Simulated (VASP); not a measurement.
Data:

```
CELL_PARAMETERS angstrom
     -2.51351     2.51351     2.51351
      2.51351    -2.51351     2.51351
      2.51351     2.51351    -2.51351
ATOMIC_POSITIONS crystal
  Ba 0.00000 0.00000 0.00000
```

Method: PBE GGA with D3 dispersion (zero damping), VASP's PBE PAW potentials (set 64) (plane waves; VASP). Numerical set-up: 520 eV cut-off, 10×10×10 Γ-centred mesh, first-order Methfessel-Paxton smearing of 0.10 eV, potentials Ba_sv.

Unless said otherwise, spin-orbit coupling is left out, though it shifts the bands of the heavy elements here.

Task: Predict the energy per atom (σ→0), band gap (on the k-mesh) with the smallest direct gap where there is one.

Result: 
| Property | Value |
|---|---|
| band gap (on the k-mesh) | none (metal, semimetal or under 0.01 eV) |
| energy per atom (σ→0) | -2.022 eV/atom |

The compound is Ba in the bcc structure. This cell is one point of a volume scan, at 1.03 of the reference volume.
